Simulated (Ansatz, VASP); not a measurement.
# One calculation of Hf4ZrRu, two programs

```
Zr Hf Ru
1.0
     4.74298    0.00000    0.00000
    -2.37149    4.10754    0.00000
     0.00000    0.00000    8.09368
Zr Hf Ru
1 4 1
Direct
  0.00000 0.00000 0.00000
  0.66667 0.33333 0.66296
  0.66667 0.33333 0.33704
  0.66667 0.33333 0.00000
  0.33333 0.66667 0.00000
  0.00000 0.00000 0.50000
```

Alike in both runs: functional PBE; k mesh 12 × 12 × 6; occupations gaussian, width 0.1 eV; no spin polarisation.

Ansatz relaxed the structure, and its values are those at the end. VASP's run is a single point on that final structure, the one shown.

|  | VASP | Ansatz |
| --- | --- | --- |
| version | VASP 6.6.1 | Ansatz 0.2.0 |
| potentials or method | VASP PAW PBE potentials, release 64 (Zr_sv, Hf_pv, Ru_pv) | scalar-relativistic, plane waves, PAW |
| plane-wave cutoff (eV) | 520 | 420 |
| valence electrons in the cell | 66 | 132 |

|  | VASP | Ansatz | Ansatz less VASP |
| --- | --- | --- | --- |
| gap on the k mesh at the Fermi level (eV) | none | none | - |
| pressure (GPa) | -0.3 | 0.0 | +0.30 |
| rms of the force components (eV/Å) | 0.021 | 0.000 | -0.0212 |

A gap of «none» marks a metal or a gap that the smearing closes. The two sets of potentials don't hold the same shells in valence.

The runs have no spin-orbit coupling, so splittings on Hf are missing.
